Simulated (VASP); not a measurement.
Given:

```xyz
6
Lattice="0.0000 3.7642 3.7642 3.7642 0.0000 3.7642 3.7642 3.7642 0.0000" Properties=species:S:1:pos:R:3 pbc="T T T"
Be     0.9411     0.9411     0.9411
Be     0.9411     2.8232     2.8232
Be     2.8232     0.9411     2.8232
Be     2.8232     2.8232     0.9411
Ce     5.6464     5.6464     5.6464
Ce     3.7642     3.7642     3.7642
```
Starting moments (μB, in the order of the record's atoms Be Be Be Be Ce Ce): 0.0 0.0 0.0 0.0 1.0 1.0.

Method: PBE GGA, VASP's PBE PAW potentials (set 64) (plane waves; VASP). Settings: 300 eV cut-off, 5×5×5 Γ-centred mesh, Fermi-Dirac smearing of 0.10 eV, potentials Be Ce.

At this cut-off the stress carries a Pulay error, which pulls relaxed volumes low. Energy and stress use the plane-wave basis of the starting cell.

Question: The ions, cell shape and volume are relaxed. What does this cell relax into?

Answer: 
```xyz
6
Lattice="0.0000 3.5487 3.5487 3.5487 0.0000 3.5487 3.5487 3.5487 0.0000" Properties=species:S:1:pos:R:3 pbc="T T T"
Be     0.8872     0.8872     0.8872
Be     0.8872     2.6615     2.6615
Be     2.6615     0.8872     2.6615
Be     2.6615     2.6615     0.8872
Ce     5.3231     5.3231     5.3231
Ce     3.5487     3.5487     3.5487
```
Space group Fd-3m (227), at a tolerance of 0.03 Å. The cell ends with 0.00 μB, on the sites 0.00 0.00 0.00 0.00 0.00 0.00 μB.

Question: How do energy and volume change from the first to the last step?

Answer: The energy (σ→0) changes by -101.9 meV/atom and the volume by -16.2 %, in 5 ionic steps.

The structure was generated: CeBe2 was put into an ordered model structure, which need not be its known phase. This run relaxes it. Symmetry was kept, so distortions that lower it aren't found. The k-mesh is coarse (spacing up to 0.31 per Å, 2π included), so the numbers may not be converged in it. The run is one of a series of settings (EDIFFG = -0.01, IBRION = 2, ISIF = 3, NSW = 50 against the base run), some of them coarse on purpose. VASP warned that the highest band is occupied, so more bands are needed.
